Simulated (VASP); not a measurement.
Data:

```
CELL_PARAMETERS angstrom
      0.00000     2.54733     2.54733
      2.54733     0.00000     2.54733
      2.54733     2.54733     0.00000
ATOMIC_POSITIONS crystal
  Pb 0.00000 0.00000 0.00000
```

Level of theory: RPBE GGA, VASP's PBE PAW potentials (set 64) (plane waves; VASP). Settings: 520 eV cut-off, 11×11×11 Γ-centred mesh, first-order Methfessel-Paxton smearing of 0.10 eV, potentials Pb_d.

Unless said otherwise, spin-orbit coupling is left out, though it shifts the bands of the heavy elements here.

Problem. Predict the energy per atom (σ→0), band gap (on the k-mesh) with the smallest direct gap where there is one.

Solution. 
```yaml
band gap (on the k-mesh): none (metal, semimetal or under 0.01 eV)
energy per atom (σ→0): -3.181 eV/atom
```

Only differences to runs with the same potentials and settings are physical.

The compound is Pb in the fcc structure. It was relaxed first, which changed the volume by +9 %. The start is the result of an earlier pass.
